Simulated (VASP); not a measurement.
```yaml
crystal:
  lattice:
    - [-1.63981, 1.63981, 5.55160]
    - [1.63981, -1.63981, 5.55160]
    - [1.63981, 1.63981, -5.55160]
  atoms:
    - { symbol: Tc, position: [0.75000, 0.75000, 0.00000] }
    - { symbol: Tc, position: [0.50000, 0.00000, 0.50000] }
    - { symbol: Se, position: [0.16600, 0.16600, 0.00000] }
    - { symbol: Se, position: [0.91600, 0.41600, 0.50000] }
```

The numbers are results of PBE GGA, VASP's PBE PAW potentials (set 64) (plane waves; VASP 6.6.1), not measurements. Settings: 300 eV cut-off, 5×5×5 Γ-centred mesh, Fermi-Dirac smearing of 0.10 eV, potentials Tc_pv Se.

At this cut-off the stress carries a Pulay error, which pulls relaxed volumes low.

Question: What does the run give for the energy per atom (σ→0), pressure, largest force, band gap (on the k-mesh) with the smallest direct gap where there is one?

Answer: 
* **band gap (on the k-mesh)**: none (metal, semimetal or under 0.01 eV)
* **energy per atom (σ→0)**: -6.528 eV/atom
* **pressure**: 20.38 GPa
* **largest force**: 0.220 eV/Å

Total energies compare only between runs with the same potentials, cut-off and functional.

The structure was generated: TcSe was put into an ordered model structure, which need not be its known phase. The cell was not relaxed at this level. The k-mesh is coarse (spacing up to 0.54 per Å, 2π included), so the numbers may not be converged in it.
